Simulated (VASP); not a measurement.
# Pd under biaxial strain in the (001) plane

How do stress and energy of Pd follow biaxial strain in the (001) plane?

Method: PBEsol; plane waves and PAW (Pd), in the first sound run; inputs show where later runs differ, in VASP 6.6.1.

## (1) Starting point

It takes space group Fm-3m (No. 225, cubic). Conventional cell: a = 3.890 Å, b = 3.890 Å, c = 3.890 Å, α = 90.00°, β = 90.00°, γ = 90.00°. Nearest to Pd lie 12 Pd at 2.75 Å.

Structure file:

```
Pd
1.0
     0.00000    1.94500    1.94500
     1.94500    0.00000    1.94500
     1.94500    1.94500    0.00000
Pd
1
Cartesian
  0.0000 0.0000 0.0000
```

## (2) Relax the crystal, PBEsol

The series starts from the cell that this level prefers, so that zero strain is near zero stress.

This step took 2 runs in a row; the last is shown.

Level: PBEsol; plane waves and PAW (Pd).

Contents of INCAR:

```
SYSTEM = Pd
PREC = Accurate
ENCUT = 450
EDIFF = 1E-07
NELM = 120
ISMEAR = 1
SIGMA = 0.15
LREAL = .FALSE.
ALGO = Normal
GGA = PS
NBANDS = 11
LASPH = .TRUE.
LORBIT = 11
LWAVE = .FALSE.
LCHARG = .FALSE.
KPAR = 8
IBRION = 2
NSW = 40
ISIF = 3
EDIFFG = -0.005
POTIM = 0.4
```

Contents of POSCAR:

```
Pd
1.0
    0.0000000000      1.9363964734      1.9363964734
    1.9363964734      0.0000000000      1.9363964734
    1.9363964734      1.9363964734      0.0000000000
Pd
1
Direct
    0.0000000000      0.0000000000      0.0000000000
```

Contents of KPOINTS:

```
Automatic mesh
0
Gamma
26 26 26
0 0 0
```

Potentials, in the order of the species: Pd (PBE family, release 64).

Run with:

```console
> mpirun -np 8 vasp_std
```

What it wrote:

```text
[banner, memory and clock lines left out]
running    8 mpi-ranks, on    1 nodes
[...]
|                                                                             |
|           W    W    AA    RRRRR   N    N  II  N    N   GGGG   !!!           |
|           W    W   A  A   R    R  NN   N  II  NN   N  G    G  !!!           |
|           W    W  A    A  R    R  N N  N  II  N N  N  G       !!!           |
|           W WW W  AAAAAA  RRRRR   N  N N  II  N  N N  G  GGG   !            |
|           WW  WW  A    A  R   R   N   NN  II  N   NN  G    G                |
|           W    W  A    A  R    R  N    N  II  N    N   GGGG   !!!           |
|                                                                             |
|     For optimal performance we recommend to set                             |
|       NCORE = 2 up to number-of-cores-per-socket                            |
|     NCORE specifies how many cores store one orbital (NPAR=cpu/NCORE).      |
|     This setting can greatly improve the performance of VASP for DFT.       |
[...]
|     You enforced a specific xc type in the INCAR file but a different       |
|     [... a line on the potential file left out ...]
|     I HOPE YOU KNOW WHAT YOU ARE DOING!                                     |
|                                                                             |

 LDA part: xc-table for (Slater+PW92), standard interpolation
 POSCAR, INCAR and KPOINTS ok, starting setup
[...]
entering main loop
       N       E                     dE             d eps       ncg     rms          rms(c)
DAV:   1     0.375215040720E+02    0.37522E+02   -0.47082E+03 11346   0.755E+02
DAV:   2    -0.583678753510E+01   -0.43358E+02   -0.41861E+02 12746   0.171E+02
DAV:   3    -0.634908016718E+01   -0.51229E+00   -0.51019E+00 13494   0.198E+01
DAV:   4    -0.635134682331E+01   -0.22667E-02   -0.22664E-02 13554   0.140E+00
[...]
DAV:  10    -0.596112922570E+01   -0.53833E-05   -0.41049E-06 14004   0.182E-02    0.118E-02
DAV:  11    -0.596112857221E+01    0.65349E-06   -0.92352E-08 14036   0.303E-03    0.923E-04
DAV:  12    -0.596112860970E+01   -0.37485E-07   -0.25895E-09  9392   0.317E-04
   1 F= -.59611286E+01 E0= -.59604864E+01  d E =-.596113E+01
[...]
reached required accuracy - stopping structural energy minimisation
```

Wall time 4.8 s (8 MPI ranks of Intel Xeon 6975P-C (Granite Rapids), shared host); peak memory 1.3 GiB.

The logs omit lines about the potential files and the build; timing stands in the text.

From OUTCAR (step 2):

```text
  Total       -0.0004989     -0.0004989     -0.0004989      0.0000000      0.0000000     -0.0000000
  in kB       -0.0550434     -0.0550434     -0.0550434      0.0000000      0.0000000     -0.0000000
  external PRESSURE =      -0.0550434 kB  Pullay stress =       0.0000000 kB

 POSITION                                       TOTAL-FORCE (eV/Angst)
 -----------------------------------------------------------------------------------
      0.00000      0.00000      0.00000         0.000000      0.000000     -0.000000
 -----------------------------------------------------------------------------------
    total drift:                                0.000000     -0.000000      0.000000

  FREE ENERGIE OF THE ION-ELECTRON SYSTEM (eV)
  ---------------------------------------------------
  free  energy   TOTEN  =        -5.9611286097 eV

  energy  without entropy=       -5.9592018482  energy(sigma->0) =       -5.96048636

 reached required accuracy - stopping structural energy minimisation

[... 3 further parts left out ...]
[key lines of the parts left out:]
E-fermi :   9.8766
```

Numbers from this step:

* energy(sigma→0) of the program: -5.9605 eV
* stress, compression positive: xx, yy, zz -0.01, -0.01, -0.01 GPa
* volume: 14.522 Å³
* ionic steps: 1

## (3) Strain along the normal, PBEsol

One member in full: the plane is strained by -1 %, and the strain along the normal is moved by secant steps until the normal stress is under 0.012 GPa or five steps are spent; the atoms relax at each step.

This step took 2 runs, each at a new trial strain with the atoms of the one before; the last is shown.

Level: PBEsol; plane waves and PAW (Pd).

Changes to INCAR since step 2:

```diff
@@ -15,7 +15,7 @@
 LCHARG = .FALSE.
-KPAR = 8
-IBRION = 2
-NSW = 40
-ISIF = 3
-EDIFFG = -0.005
-POTIM = 0.4
+KPAR = 2
+IBRION = 1
+NSW = 25
+ISIF = 2
+EDIFFG = -0.004
+POTIM = 0.3
```

Contents of POSCAR:

```
Pd
1.0
    0.0000000000      1.9170325090      1.9650647730
    1.9170325090      0.0000000000      1.9650647730
    1.9170325090      1.9170325090      0.0000000000
Pd
1
Direct
    0.0000000000      0.0000000000      0.0000000000
```

KPOINTS is that of step 2.

Run with:

```console
> mpirun -np 2 vasp_std
```

What it wrote:

```text
[banner, memory and clock lines left out]
running    2 mpi-ranks, on    1 nodes
[...]
[... a notice as in an earlier step ...]

 LDA part: xc-table for (Slater+PW92), standard interpolation
 POSCAR, INCAR and KPOINTS ok, starting setup
[...]
entering main loop
       N       E                     dE             d eps       ncg     rms          rms(c)
DAV:   1     0.375151376459E+02    0.37515E+02   -0.47317E+03 29652   0.756E+02
DAV:   2    -0.584106355871E+01   -0.43356E+02   -0.41848E+02 33073   0.171E+02
DAV:   3    -0.634830036745E+01   -0.50724E+00   -0.50534E+00 35113   0.197E+01
DAV:   4    -0.635052210984E+01   -0.22217E-02   -0.22215E-02 35519   0.139E+00
[...]
DAV:  10    -0.595957681000E+01   -0.52204E-05   -0.62836E-06 36504   0.233E-02    0.127E-02
DAV:  11    -0.595957607917E+01    0.73083E-06   -0.12926E-07 36895   0.358E-03    0.107E-03
DAV:  12    -0.595957611736E+01   -0.38195E-07   -0.70212E-09 24809   0.744E-04
   1 F= -.59595761E+01 E0= -.59589631E+01  d E =-.595958E+01
 BRION: g(F)=  0.296E-62 g(S)=  0.000E+00
 reached required accuracy - stopping structural energy minimisation
```

Wall time 32 s (2 MPI ranks); peak memory 0.53 GiB; 61 s of CPU time.

Parts of OUTCAR (step 3):

```text
  Total        0.1574631      0.1574631     -0.0003874      0.0000000      0.0000000      0.0000000
  in kB       17.4672134     17.4672134     -0.0429726      0.0000000      0.0000000      0.0000000
  external PRESSURE =      11.6304847 kB  Pullay stress =       0.0000000 kB

 POSITION                                       TOTAL-FORCE (eV/Angst)
 -----------------------------------------------------------------------------------
      0.00000      0.00000      0.00000        -0.000000      0.000000      0.000000
 -----------------------------------------------------------------------------------
    total drift:                                0.000000      0.000000      0.000000

  FREE ENERGIE OF THE ION-ELECTRON SYSTEM (eV)
  ---------------------------------------------------
  free  energy   TOTEN  =        -5.9595761174 eV

  energy  without entropy=       -5.9577371489  energy(sigma->0) =       -5.95896313

[... 1 part as in an earlier step ...]

[... 3 further parts left out ...]
[key lines of the parts left out:]
E-fermi :   9.9698
```

Numbers from this step:

- energy(sigma→0) of the program: -5.9590 eV
- stress, compression positive: xx, yy, zz 1.75, 1.75, 0.00 GPa
- ionic steps: 1

## (4) The whole series

The other members went through these steps as far as the tables show, with the same cutoff and, step by step, the same mesh; 21 runs are not shown. The session took 0.39 core hours (wall time by ranks) on a shared machine.

| in-plane strain (%) | strain along the normal (%) | in-plane stress, tension positive (GPa) | energy above the unstrained row, extrapolated to no smearing (meV/atom) |
| --- | --- | --- | --- |
| -2.000 | 2.969 | -3.807 | 6.539 |
| -1.500 | 2.224 | -2.738 | 3.543 |
| -1.000 | 1.480 | -1.747 | 1.523 |
| -0.500 | 0.739 | -0.831 | 0.366 |
| 0 | 0.000 | 0.006 | 0.000 |
| 0.500 | -0.747 | 0.741 | 0.336 |
| 1.000 | -1.511 | 1.367 | 1.278 |
| 1.500 | -2.288 | ? | ? |
| 2.000 | -3.088 | 2.256 | 4.609 |

## (5) A fit to the known rows

Fitting a parabola to the 8 known rows (e: strain in %) gives stress = − 0.1955 e² + 1.528 e + 0.003896 in GPa; the residuals are 0.022 GPa r.m.s.

At e = 1.5 this predicts 1.856 GPa.

## (6) Checking the prediction

The calculation gives 1.881 GPa, so the prediction is 0.025 GPa too low, within twice the residual of the fit.

Slopes at zero strain, from cubics through all rows: strain ratio -1.489, stress over strain 157 GPa.

## (7) Results

| Property | Result |
| --- | --- |
| error of the predicted stress | -0.025 GPa |
| ratio of normal to in-plane strain | -1.489 |
| biaxial modulus | 157 GPa |

What this shows: As a check, the curvature of the energy gives 155 GPa for the same modulus (energy per volume = M × strain²), 1 % from the slope of the stress; these energies are extrapolated to no smearing, while the stress belongs to the free energy, so part of the difference may come from that. These are static values: temperature and zero-point motion are left out. In a metal the slopes also depend on mesh and smearing, which were held through the series.

[Lines on the potential files, build, host, timing and source positions are cut from VASP's logs without a mark.]

[Logs are printed without paths, hosts, clocks, repeated set-up lines and the standing remarks that a program may print on its own settings, such as how far it seeks lower states.]

[Hosts, paths, dates, database ids (printed as entryN), source tags and the programs' standing remarks are cut or masked in the printed files.]

[In band tables of VASP the shares of atoms and orbitals are scaled to a sum of 1 inside the atoms' spheres.]
